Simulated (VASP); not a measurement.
HfN (space group Fm-3m): computed properties

Method: PBEsol GGA, VASP's PBE PAW potentials (set 64) (plane waves; VASP).

```yaml
space_group: Fm-3m (225)
cell: a = 4.4904 Å, b = 4.4904 Å, c = 4.4904 Å, α = 90.00°, β = 90.00°, γ = 90.00°
volume_per_atom: 11.32 Å^3/atom
band gap (over mesh and band path): none (metal, semimetal or under 0.01 eV)
hill_bulk_modulus: 293 GPa
hill_shear_modulus: 1760 kbar
Poisson's ratio: 0.250
band_gap_with_spin_orbit_coupling: none (metallic)
density: 14.12 g/cm³
optical Γ-point spectrum: 519 (×3) cm⁻¹
C11: 656 GPa
C12: 112 GPa
C44: 130 GPa
```

```xyz
2
Lattice="0.0000 2.2452 2.2452 2.2452 0.0000 2.2452 2.2452 2.2452 0.0000" Properties=species:S:1:pos:R:3 pbc="T T T"
Hf     0.0000     0.0000     0.0000
N      2.2452     2.2452     2.2452
```

Finite-difference elastic constants of metals are sensitive to mesh and smearing; shear constants can be off by tens of GPa. Unless said otherwise, spin-orbit coupling is left out, though it shifts the bands of the heavy elements here.

The structure comes from a measured HfN entry (Fm-3m) of the Crystallography Open Database, whose conditions weren't checked. It was relaxed first. Symmetry was kept, so distortions that lower it aren't found. The electron count is odd and the run is not spin-polarised, which forces a metal.
